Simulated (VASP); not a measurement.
Output of a VASP run:

**OSZICAR**
```
       N       E                     dE             d eps       ncg     rms          rms(c)
DAV:   1     0.879218684904E+02    0.87922E+02   -0.83640E+03   754   0.146E+03
DAV:   2    -0.274145757984E+02   -0.11534E+03   -0.11188E+03   779   0.331E+02
DAV:   3    -0.356549855018E+02   -0.82404E+01   -0.81868E+01   964   0.945E+01
DAV:   4    -0.358922180556E+02   -0.23723E+00   -0.23705E+00   954   0.172E+01
DAV:   5    -0.359031333275E+02   -0.10915E-01   -0.10915E-01  1116   0.322E+00    0.727E+00
DAV:   6    -0.322847178377E+02    0.36184E+01   -0.22524E+00   904   0.385E+01    0.400E+00
DAV:   7    -0.323017115700E+02   -0.16994E-01   -0.68327E-01   829   0.128E+01    0.233E+00
DAV:   8    -0.322257708395E+02    0.75941E-01   -0.34457E-01   754   0.821E+00    0.129E+00
DAV:   9    -0.322407923829E+02   -0.15022E-01   -0.28278E-01   754   0.612E+00    0.533E-01
DAV:  10    -0.321995508377E+02    0.41242E-01   -0.36826E-02   754   0.210E+00    0.201E-01
DAV:  11    -0.322951282481E+02   -0.95577E-01   -0.67651E-02   754   0.273E+00    0.189E-01
DAV:  12    -0.322929026199E+02    0.22256E-02   -0.24401E-03   974   0.618E-01    0.660E-02
DAV:  13    -0.322968666962E+02   -0.39641E-02   -0.24723E-03   774   0.581E-01    0.579E-02
DAV:  14    -0.322967454630E+02    0.12123E-03   -0.15165E-04   984   0.153E-01    0.360E-02
DAV:  15    -0.322969033262E+02   -0.15786E-03   -0.13196E-04   769   0.137E-01    0.143E-02
DAV:  16    -0.322969059959E+02   -0.26697E-05   -0.11608E-05   794   0.370E-02    0.119E-02
DAV:  17    -0.322969073703E+02   -0.13744E-05   -0.80595E-07   994   0.907E-03    0.160E-02
DAV:  18    -0.322969044756E+02    0.28947E-05   -0.12809E-06   789   0.139E-02    0.463E-03
DAV:  19    -0.322969127365E+02   -0.82609E-05   -0.54168E-06   774   0.335E-02    0.714E-03
DAV:  20    -0.322969127136E+02    0.22920E-07   -0.14390E-07   661   0.379E-03
   1 F= -.32296913E+02 E0= -.32296913E+02  d E =-.604474E-14
```

**OUTCAR**
```
------------------------ aborting loop because EDIFF is reached ----------------------------------------
  FORCE on cell =-STRESS in cart. coord.  units (eV):
  Direction    XX          YY          ZZ          XY          YZ          ZX
  --------------------------------------------------------------------------------------
  Total        0.0146782      0.0146782      0.0146782      0.0000000      0.0000000      0.0000000
  in kB        0.4573176      0.4573176      0.4573176      0.0000000      0.0000000      0.0000000
  external PRESSURE =       0.4573176 kB  Pullay stress =       0.0000000 kB
  volume of cell :       51.42
      direct lattice vectors                 reciprocal lattice vectors
     0.000000000  2.951518236  2.951518236    -0.169404340  0.169404340  0.169404340
     2.951518236  0.000000000  2.951518236     0.169404340 -0.169404340  0.169404340
     2.951518236  2.951518236  0.000000000     0.169404340  0.169404340 -0.169404340
  FREE ENERGIE OF THE ION-ELECTRON SYSTEM (eV)
  ---------------------------------------------------
  free  energy   TOTEN  =       -32.2969127136 eV

  energy  without entropy=      -32.2969127136  energy(sigma->0) =      -32.29691271
```
(Selected blocks of OUTCAR.)

### POSCAR
```
InP
1
   -0.0000000000     2.9515182363     2.9515182363
    2.9515182363     0.0000000000     2.9515182363
    2.9515182363     2.9515182363     0.0000000000
In P
1 1
Direct
  0.0000000000   0.0000000000   0.0000000000
  0.2500000000   0.2500000000   0.2500000000
```

Question: Reconstruct the remaining input files.

Answer: This is not unique; one that fits is the input of the run itself, r2SCAN meta-GGA, plane waves, VASP's PBE PAW potentials (set 64).

KPOINTS:
```
Automatic mesh
0
Gamma
8 8 8
0 0 0
```

INCAR:
```
ALGO = Normal
EDIFF = 1E-7
ENCUT = 480
ISIF = 2
ISMEAR = 0
LASPH = .TRUE.
LCHARG = .FALSE.
LMAXMIX = 4
LMIXTAU = .TRUE.
LREAL = .FALSE.
LWAVE = .FALSE.
METAGGA = R2SCAN
NELM = 100
PREC = Accurate
SIGMA = 0.05
SYSTEM = InP
```

POTCAR, in this order: In_d P (PBE.64 set). Program: vasp_std.

The compound is InP in the zinc blende structure. It was relaxed first.
